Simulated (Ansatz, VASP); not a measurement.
**One calculation of RbP3, two programs**

```xyz
8
Lattice="5.5865 0.0000 0.0000 0.0000 5.5865 0.0000 0.0000 0.0000 5.5865" Properties=species:S:1:pos:R:3 pbc="T T T"
Rb    0.0000    0.0000    0.0000
Rb    2.7932    2.7932    2.7932
P     1.3966    0.0000    2.7932
P     2.7932    4.1899    0.0000
P     4.1899    0.0000    2.7932
P     2.7932    1.3966    0.0000
P     0.0000    2.7932    4.1899
P     0.0000    2.7932    1.3966
```

Change from the starting cell: species swapped into the Zr3Hg type (Pm-3n, No. 223).

Alike in both runs: functional PBE; k mesh 8 × 8 × 8; occupations gaussian, width 0.1 eV; no spin polarisation.

Ansatz relaxed the structure, and its values are those at the end. VASP's run is a single point on that final structure, the one shown.

|  | VASP | Ansatz |
| --- | --- | --- |
| version | VASP 6.6.1 | Ansatz 0.2.0 |
| potentials or method | VASP PAW PBE potentials, release 64 (Rb_sv, P) | scalar-relativistic, plane waves, PAW |
| plane-wave cutoff (eV) | 520 | 420 |
| valence electrons in the cell | 48 | 48 |

VASP gave:

```
gap on the k mesh at the Fermi level (eV) : none
pressure (GPa)                            : 0.1
```

Estimate Ansatz's values.

gap on the k mesh at the Fermi level (eV): none; pressure (GPa): 0.0.

A gap of «none» marks a metal or a gap that the smearing closes.
